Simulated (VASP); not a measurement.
OSZICAR of a VASP run on AuZn (CsCl type):

### OSZICAR
```
       N       E                     dE             d eps       ncg     rms          rms(c)
DAV:   1     0.699488482064E+02    0.69949E+02   -0.12137E+04  2568   0.203E+03
DAV:   2    -0.610829691989E+02   -0.13103E+03   -0.12711E+03  2646   0.356E+02
DAV:   3    -0.654858917502E+02   -0.44029E+01   -0.43926E+01  3003   0.754E+01
DAV:   4    -0.655150264814E+02   -0.29135E-01   -0.29144E-01  2961   0.530E+00
DAV:   5    -0.655153946565E+02   -0.36818E-03   -0.36817E-03  3094   0.598E-01    0.899E+00
DAV:   6    -0.599114274667E+02    0.56040E+01   -0.54947E+00  2569   0.302E+01    0.681E+00
DAV:   7    -0.598797221988E+02    0.31705E-01   -0.31346E-01  2835   0.796E+00    0.365E+00
DAV:   8    -0.598884684192E+02   -0.87462E-02   -0.25032E-01  2779   0.632E+00    0.967E-01
DAV:   9    -0.599350418415E+02   -0.46573E-01   -0.38756E-02  2709   0.328E+00    0.250E-01
DAV:  10    -0.599363380377E+02   -0.12962E-02   -0.62606E-03  2912   0.874E-01    0.740E-02
DAV:  11    -0.599364349585E+02   -0.96921E-04   -0.28775E-03  2758   0.616E-01    0.552E-02
DAV:  12    -0.599367140892E+02   -0.27913E-03   -0.18297E-04  2667   0.154E-01    0.336E-02
DAV:  13    -0.599367237820E+02   -0.96928E-05   -0.39082E-05  3003   0.885E-02    0.135E-02
DAV:  14    -0.599367526164E+02   -0.28834E-04   -0.35430E-05  2751   0.887E-02    0.382E-03
DAV:  15    -0.599367509881E+02    0.16283E-05   -0.17536E-06  2737   0.209E-02    0.207E-03
DAV:  16    -0.599367506300E+02    0.35810E-06   -0.19794E-07  2107   0.651E-03    0.124E-03
DAV:  17    -0.599367491973E+02    0.14327E-05   -0.29570E-07  2526   0.664E-03    0.623E-04
DAV:  18    -0.599367490414E+02    0.15588E-06   -0.34961E-08  1316   0.239E-03    0.259E-04
DAV:  19    -0.599367491242E+02   -0.82853E-07   -0.11911E-08  1309   0.110E-03
   1 F= -.59936749E+02 E0= -.59936749E+02  d E =0.000000E+00
       N       E                     dE             ncg
```

### Question
Which electronic solver shows in the log?

### Answer
It is blocked Davidson (ALGO = Normal, or the opening steps of other solvers). The INCAR had ALGO = Normal.

### Question
Can the final energy be trusted as converged?

### Answer
The run converged. It stopped with EDIFF = 1E-7, NELM = 100 (r2SCAN meta-GGA, plane waves, VASP's PBE PAW potentials (set 64)).

The compound is AuZn in the CsCl type structure. The cell was not relaxed at this level. The electron count is odd and the run is not spin-polarised, which forces a metal.
